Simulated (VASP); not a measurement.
# Al3BiO3 (P6_3/m) in VASP: notebook

Runs on Al3BiO3. Level: PBE. Tasks: equation of state.

Everything below comes from runs of VASP 6.6.1. Logs are shortened: lines on timing, memory, paths and dates and some standing lists are left out, and cuts for length are marked.

## 1. Starting point

The structure is hexagonal, space group P6_3/m (No. 176). Conventional cell: a = 9.910 Å, b = 9.910 Å, c = 3.071 Å, α = 90.00°, β = 90.00°, γ = 120.00°. Around Al (site symmetry m) lie 3 O at 1.84 Å. Around Bi (site symmetry -6) lie 3 Al at 2.88 Å and 2 Bi at 3.07 Å. O (site symmetry m) is surrounded by 3 Al at 1.84 Å.

The cell was built by a generator and needn't be a form met in nature.

## 2. Equation of state, PBE, 18.66 Å³/atom

File INCAR:

```
PREC     = Accurate       # precision mode
ENCUT    = 520            # plane-wave cutoff, eV
EDIFF    = 1E-6           # SCF threshold, eV
ISMEAR   = 0              # smearing method
SIGMA    = 0.1            # smearing width, eV
LREAL    = F              # projectors in reciprocal space
LASPH    = T              # aspherical terms in the spheres
NELM     = 100            # most SCF steps
ALGO     = Normal         # electronic algorithm
ISIF     = 4              # what is computed and relaxed
LWAVE    = F              # write WAVECAR
LCHARG   = F              # write CHGCAR
GGA      = PE             # functional
IBRION   = 2              # ionic algorithm
NSW      = 30             # ionic steps
EDIFFG   = -0.02          # ionic threshold
KPAR     = 8
```

File KPOINTS:

```
regular mesh
0
Gamma
  4 4 10
```

File POSCAR:

```
Al3BiO3
1.0
    9.9101600000      0.0000000000      0.0000000000
   -4.9550800000      8.5824500000      0.0000000000
    0.0000000000      0.0000000000      3.0712600000
Al Bi O
6 2 6
Direct
    0.6685840000      0.8535020000      0.2500000000
    0.8535020000      0.1849180000      0.7500000000
    0.1849180000      0.3314160000      0.2500000000
    0.3314160000      0.1464980000      0.7500000000
    0.8150820000      0.6685840000      0.7500000000
    0.1464980000      0.8150820000      0.2500000000
    0.6666670000      0.3333330000      0.7500000000
    0.3333330000      0.6666670000      0.2500000000
    0.7406920000      0.9710450000      0.7500000000
    0.9710450000      0.2303530000      0.2500000000
    0.2303530000      0.2593080000      0.7500000000
    0.2593080000      0.0289550000      0.2500000000
    0.7696470000      0.7406920000      0.2500000000
    0.0289550000      0.7696470000      0.7500000000
```

Potentials or basis: VASP PAW PBE potentials, release 64 (Al, Bi_d, O).

Run with:

```bash
$ cat potpaw_PBE.64/Al/POTCAR potpaw_PBE.64/Bi_d/POTCAR potpaw_PBE.64/O/POTCAR > POTCAR
$ mpirun -np 8 vasp_std > vasp.out
```

OUTCAR:

```text
PREC = Accurate
   ENCUT = 520
   EDIFF = 1E-6
   ISMEAR = 0
   LREAL = F
   LASPH = T
   NELM = 100
   ISIF = 4
   GGA = PE
   IBRION = 2
   NSW = 30
   EDIFFG = -0.02

 ion  position               nearest neighbor table
   1  0.669  0.854  0.250-  13 1.84   9 1.84   9 1.84   8 2.88   2 3.24   2 3.24   5 3.24   5 3.24

   2  0.854  0.185  0.750-   9 1.84  10 1.84  10 1.84   7 2.88   1 3.24   1 3.24   3 3.24   3 3.24

   3  0.185  0.331  0.250-  10 1.84  11 1.84  11 1.84   8 2.88   4 3.24   4 3.24   2 3.24   2 3.24
[... 7 lines left out ...]
   7  0.667  0.333  0.750-   2 2.88   4 2.88   5 2.88
   8  0.333  0.667  0.250-   6 2.88   1 2.88   3 2.88
   9  0.741  0.971  0.750-   2 1.84   1 1.84   1 1.84
  10  0.971  0.230  0.250-   3 1.84   2 1.84   2 1.84
  11  0.230  0.259  0.750-   4 1.84   3 1.84   3 1.84
  12  0.259  0.029  0.250-   6 1.84   4 1.84   4 1.84
  13  0.770  0.741  0.250-   1 1.84   5 1.84   5 1.84
  14  0.029  0.770  0.750-   5 1.84   6 1.84   6 1.84

  LATTYP: Found a hexagonal cell.
 ALAT       =     9.9101600000
 C/A-ratio  =     0.3099102335

  Lattice vectors:

 A1 = (   9.9101600000,   0.0000000000,   0.0000000000)
 A2 = (  -4.9550800000,   8.5824500000,   0.0000000000)
 A3 = (   0.0000000000,   0.0000000000,   3.0712600000)

Analysis of symmetry for initial positions (statically):
=====================================================================
 Subroutine PRICEL returns:
 Original cell was already a primitive cell.

 Routine SETGRP: Setting up the symmetry group for a
 hexagonal supercell.

 Subroutine GETGRP returns: Found 12 space group operations
 (whereof  6 operations were pure point group operations)
 out of a pool of 24 trial point group operations.

The static configuration has the point symmetry S_6 .
 The point group associated with its full space group is C_6h.

Analysis of symmetry for dynamics (positions and initial velocities):
=====================================================================
 Subroutine PRICEL returns:
 Original cell was already a primitive cell.

 Routine SETGRP: Setting up the symmetry group for a
 hexagonal supercell.

 Subroutine GETGRP returns: Found 12 space group operations
 (whereof  6 operations were pure point group operations)
 out of a pool of 24 trial point group operations.

The dynamic configuration has the point symmetry S_6 .
 The point group associated with its full space group is C_6h.

 Subroutine INISYM returns: Found 12 space group operations
 (whereof  6 operations are pure point group operations),
 and found     1 'primitive' translations

----------------------------------------------------------------------------------------

                                     Primitive cell

  volume of cell :     261.2213

  direct lattice vectors                    reciprocal lattice vectors
     9.910160000  0.000000000  0.000000000     0.100906544  0.058258423  0.000000000
    -4.955080000  8.582450000  0.000000000     0.000000000  0.116516845  0.000000000
     0.000000000  0.000000000  3.071260000     0.000000000  0.000000000  0.325599265

  length of vectors
     9.910160000  9.910159727  3.071260000     0.116516842  0.116516845  0.325599265

  position of ions in fractional coordinates (direct lattice)
     0.668584000  0.853502000  0.250000000
     0.853502000  0.184918000  0.750000000
     0.184918000  0.331416000  0.250000000
     0.331416000  0.146498000  0.750000000
     0.815082000  0.668584000  0.750000000
     0.146498000  0.815082000  0.250000000
     0.666667000  0.333333000  0.750000000
     0.333333000  0.666667000  0.250000000
     0.740692000  0.971045000  0.750000000
     0.971045000  0.230353000  0.250000000
     0.230353000  0.259308000  0.750000000
     0.259308000  0.028955000  0.250000000
     0.769647000  0.740692000  0.250000000
     0.028955000  0.769647000  0.750000000

  ion indices of the primitive-cell ions
   primitive index   ion index
                 1           1
                 2           2
                 3           3
                 4           4
                 5           5
                 6           6
                 7           7
                 8           8
                 9           9
                10          10
                11          11
                12          12
                13          13
                14          14

----------------------------------------------------------------------------------------

 KPOINTS: regular mesh

Automatic generation of k-mesh.
 Grid dimensions read from file:
 generate k-points for:    4    4   10

 Generating k-lattice:

  Cartesian coordinates                     Fractional coordinates (reciprocal lattice)
     0.025226636  0.014564606  0.000000000     0.250000000  0.000000000  0.000000000
     0.000000000  0.029129211  0.000000000     0.000000000  0.250000000  0.000000000
     0.000000000  0.000000000  0.032559927     0.000000000  0.000000000  0.100000000

  Length of vectors
     0.029129211  0.029129211  0.032559927

  Shift w.r.t. Gamma in fractional coordinates (k-lattice)
     0.000000000  0.000000000  0.000000000

 Subroutine IBZKPT returns following result:
 ===========================================

 Found     24 irreducible k-points:

 Following reciprocal coordinates:
            Coordinates               Weight
  0.000000  0.000000  0.000000      1.000000
  0.250000 -0.000000  0.000000      6.000000
  0.500000 -0.000000  0.000000      3.000000
  0.250000  0.250000  0.000000      6.000000
  0.000000  0.000000  0.100000      2.000000
  0.250000 -0.000000  0.100000     12.000000
[... 16 lines left out ...]
  0.500000 -0.000000  0.500000      3.000000
  0.250000  0.250000  0.500000      6.000000
   k-points           NKPTS =     24   k-points in BZ     NKDIM =     24   number of bands    NBANDS=     50
   number of dos      NEDOS =    301   number of ions     NIONS =     14
   total plane-waves  NPLWV = 153600
   dimension x,y,z NGX =    80 NGY =   80 NGZ =   24
   dimension x,y,z NGXF=   160 NGYF=  160 NGZF=   48
   ions per type =               6   2   6
   NGX,Y,Z   is equivalent  to a cutoff of  13.42, 13.42, 12.99 a.u.
   NGXF,Y,Z  is equivalent  to a cutoff of  26.84, 26.84, 25.98 a.u.
 SYSTEM =  unknown system
   PREC   = accura    normal or accurate (medium, high low for compatibility)
   ISTART =      0    job   : 0-new  1-cont  2-samecut
   ICHARG =      2    charge: 1-file 2-atom 10-const
   ISPIN  =      1    spin polarized calculation?
   LNONCOLLINEAR =      F non collinear calculations
   LSORBIT =      F    spin-orbit coupling
   LASPH  =      T    aspherical Exc in radial PAW
   ENCUT  =  520.0 eV  38.22 Ry    6.18 a.u.  18.43 18.43  5.71*2*pi/ulx,y,z
   NELM   =    100;   NELMIN=  2; NELMDL= -5     # of ELM steps
   EDIFF  = 0.1E-05   stopping-criterion for ELM
   LREAL  =      F    real-space projection
   EDIFFG = -.2E-01   stopping-criterion for IOM
   NSW    =     30    number of steps for IOM
   IBRION =      2    ionic relax: 0-MD 1-quasi-New 2-CG
   NFREE  =      1    steps in history (QN), initial steepest desc. (CG)
   ISIF   =      4    stress and relaxation
   ISYM   =      2    0-nonsym 1-usesym 2-fastsym
   POTIM  = 0.5000    time-step for ionic-motion
   TEBEG  =    0.0;   TEEND  =   0.0 temperature during run
   PSTRESS=    0.0 pullay stress
   NELECT =      84.0000    total number of electrons
   NUPDOWN=      -1.0000    fix difference up-down
   EMIN   =  10.00;   EMAX   =-10.00  energy-range for DOS
   EFERMI =   0.00;   METHOD = LEGACY
   ISMEAR =     0;   SIGMA  =   0.10  broadening in eV -4-tet -1-fermi 0-gaus
   EFERMI_NEDOS =   21; number of points for ismear=-14 and -15
   IALGO  =     38    algorithm
   IMIX   =      4    mixing-type and parameters
     AMIX     =   0.40;   BMIX     =  1.00
     AMIX_MAG =   1.60;   BMIX_MAG =  1.00
  volume/ion in A,a.u.               =      18.66       125.91
  Fermi-wavevector in a.u.,A,eV,Ry     =   1.121584  2.119486 17.115453  1.257950
  Thomas-Fermi vector in A             =   2.258238
   LORBIT       =      0    0 simple, 1 ext, 2 COOP (PROOUT), +10 PAW based schemes
   GGA     = PE    functional components
   LHFCALC =     F    Hartree Fock is set to
   AEXX    =    0.0000 exact exchange contribution
   IVDW    =     0    specifies the selected vdW correction
   LEPSILON=     F    determine dielectric tensor
   LRPA    =     F    only Hartree local field effects (RPA)
 conjugate gradient relaxation of ions
 non-spin polarized calculation
 Gauss-broadening in eV      SIGMA  =   0.10
  energy-cutoff  :      520.00
  volume of cell :      261.22
 maximum number of plane-waves:      7058
 NGX is ok and might be reduce to    80
   NGX = 37   NGY = 37   NGZ = 11

 number of electron      84.0000008 magnetization

 Free energy of the ion-electron system (eV)
  ---------------------------------------------------
  ext. energy  EPLUGINS =         0.00000000
  ---------------------------------------------------
  free energy    TOTEN  =       -86.62290352 eV

  energy without entropy =      -86.60422392  energy(sigma->0) =      -86.61356372

 E-fermi :   6.2454     XC(G=0):  -8.8842

 val. band max:        6.1903209097   @ k =   0.2500  -0.0000   0.0000
 cond. band min:       6.2508086278   @ k =   0.5000  -0.0000   0.3000
 fundamental gap:      0.0604877181
 Fermi energy:         6.2454185475

 k-point     1 :       0.0000    0.0000    0.0000
  band No.  band energies     occupation
      1     -17.6153      2.00000
      2     -17.6151      2.00000
      3     -17.2639      2.00000
      4     -17.2639      2.00000
      5     -17.2633      2.00000
      6     -17.2633      2.00000
[... 1261 lines left out ...]
     49       8.4388      0.00000
     50       8.4388      0.00000

------------------------ aborting loop because EDIFF is reached ----------------------------------------

  FORCE on cell =-STRESS in cart. coord.  units (eV):
  Direction    XX          YY          ZZ          XY          YZ          ZX
  --------------------------------------------------------------------------------------
  -------------------------------------------------------------------------------------
  Total        0.1286293      0.1286293      0.0073328     -0.0000002     -0.0000000      0.0000000
  in kB        0.7889362      0.7889362      0.0449748     -0.0000011     -0.0000000      0.0000000
  external PRESSURE =       0.5409491 kB  Pullay stress =       0.0000000 kB

 VOLUME and BASIS-vectors are now :
 -----------------------------------------------------------------------------
  energy-cutoff  :      520.00
  volume of cell :      261.22
      direct lattice vectors                 reciprocal lattice vectors
     9.910160000  0.000000000  0.000000000     0.100906544  0.058258423  0.000000000
    -4.955080000  8.582450000  0.000000000     0.000000000  0.116516845  0.000000000
     0.000000000  0.000000000  3.071260000     0.000000000  0.000000000  0.325599265

 POSITION                                       TOTAL-FORCE (eV/Angst)
 -----------------------------------------------------------------------------------
      2.39660      7.32514      0.76782         0.000985     -0.004941     -0.000000
      7.54206      1.58705      2.30344        -0.003787     -0.003324      0.000000
      0.19037      2.84436      0.76782        -0.004772      0.001617      0.000000
      2.55848      1.25731      2.30344        -0.000985      0.004941      0.000000
      4.76471      5.73809      2.30344         0.004772     -0.001617      0.000000
     -2.58698      6.99540      0.76782         0.003787      0.003324      0.000000
      4.95508      2.86081      2.30344        -0.000000     -0.000000      0.000000
     -0.00000      5.72164      0.76782         0.000000     -0.000000      0.000000
      2.52877      8.33395      2.30344        -0.002231      0.001872      0.000000
      8.48179      1.97699      0.76782         0.000505      0.002868     -0.000000
      0.99794      2.22550      2.30344         0.002736      0.000996      0.000000
      2.42631      0.24850      0.76782         0.002231     -0.001872      0.000000
      3.95714      6.35695      0.76782        -0.002736     -0.000996      0.000000
     -3.52671      6.60546      2.30344        -0.000505     -0.002868     -0.000000
 -----------------------------------------------------------------------------------
    total drift:                                0.001604     -0.000658      0.000000

  FREE ENERGIE OF THE ION-ELECTRON SYSTEM (eV)
  ---------------------------------------------------
  free  energy   TOTEN  =       -86.6229035208 eV

  energy  without entropy=      -86.6042239228  energy(sigma->0) =      -86.61356372

 reached required accuracy - stopping structural energy minimisation
```

Wall time 46 s (8 MPI ranks of AMD EPYC 9R45 (Zen 5), shared host); peak memory 0.56 GiB.

Results:

```
Free energy            : -86.6229 eV
Pressure               : 0.1 GPa
Largest force          : 0.005 eV/Å
Band gap on the k mesh : none (metal or under the smearing width)
```

Caveat: spin-orbit coupling is left out, which moves the levels of the heavy elements.

## 3. Equation of state, PBE, 18.10 Å³/atom (volume scaled by 0.97)

INCAR is that of step 2.

KPOINTS is that of step 2.

Edit POSCAR of step 2 so:

```diff
@@ -2,5 +2,5 @@
 1.0
-    9.9101600000      0.0000000000      0.0000000000
-   -4.9550800000      8.5824500000      0.0000000000
-    0.0000000000      0.0000000000      3.0712600000
+    9.8100505293      0.0000000000      0.0000000000
+   -4.9050252646      8.4957526584      0.0000000000
+    0.0000000000      0.0000000000      3.0402350506
 Al Bi O
```

Potentials or basis: VASP PAW PBE potentials, release 64 (Al, Bi_d, O).

Run with:

```bash
$ cat potpaw_PBE.64/Al/POTCAR potpaw_PBE.64/Bi_d/POTCAR potpaw_PBE.64/O/POTCAR > POTCAR
$ mpirun -np 8 vasp_std > vasp.out
```

It took 4 min on 8 MPI ranks of AMD EPYC 9R45 (Zen 5), shared host; peak memory 0.63 GiB.

The run converged. Its results:

```
Free energy            : -86.5652 eV
Pressure               : 1.8 GPa
Largest force          : 0.018 eV/Å
Band gap on the k mesh : none (metal or under the smearing width)
```

Caveat: spin-orbit coupling is left out, which moves the levels of the heavy elements.

## 4. Equation of state, PBE, 19.22 Å³/atom (volume scaled by 1.03)

INCAR is that of step 3.

KPOINTS is that of step 3.

Edit POSCAR of step 3 so:

```diff
@@ -2,5 +2,5 @@
 1.0
-    9.8100505293      0.0000000000      0.0000000000
-   -4.9050252646      8.4957526584      0.0000000000
-    0.0000000000      0.0000000000      3.0402350506
+   10.0082867777      0.0000000000      0.0000000000
+   -5.0041433888      8.6674302792      0.0000000000
+    0.0000000000      0.0000000000      3.1016704926
 Al Bi O
```

Run with:

```bash
$ cat potpaw_PBE.64/Al/POTCAR potpaw_PBE.64/Bi_d/POTCAR potpaw_PBE.64/O/POTCAR > POTCAR
$ mpirun -np 8 vasp_std > vasp.out
```

It took 2.7 min on 8 MPI ranks of AMD EPYC 9R45 (Zen 5), shared host; peak memory 0.62 GiB.

The run converged. Its results:

```
Free energy            : -86.5834 eV
Pressure               : -1.9 GPa
Largest force          : 0.019 eV/Å
Band gap on the k mesh : none (metal or under the smearing width)
```

Caveat: spin-orbit coupling is left out, which moves the levels of the heavy elements.

## 5. Equation of state, PBE, 19.78 Å³/atom (volume scaled by 1.06)

INCAR is that of step 4.

KPOINTS is that of step 4.

Edit POSCAR of step 4 so:

```diff
@@ -2,5 +2,5 @@
 1.0
-   10.0082867777      0.0000000000      0.0000000000
-   -5.0041433888      8.6674302792      0.0000000000
-    0.0000000000      0.0000000000      3.1016704926
+   10.1045262083      0.0000000000      0.0000000000
+   -5.0522631041      8.7507760678      0.0000000000
+    0.0000000000      0.0000000000      3.1314960770
 Al Bi O
```

Run with:

```bash
$ cat potpaw_PBE.64/Al/POTCAR potpaw_PBE.64/Bi_d/POTCAR potpaw_PBE.64/O/POTCAR > POTCAR
$ mpirun -np 8 vasp_std > vasp.out
```

Wall time 5 min (8 MPI ranks of AMD EPYC 9R45 (Zen 5), shared host); peak memory 0.64 GiB.

The run converged. Its results:

```yaml
Free_energy: -86.4616 eV
Pressure: -3.4 GPa
Largest_force: 0.017 eV/Å
Band_gap_on_the_k_mesh: none (metal or under the smearing width)
```

Caveat: spin-orbit coupling is left out, which moves the levels of the heavy elements.
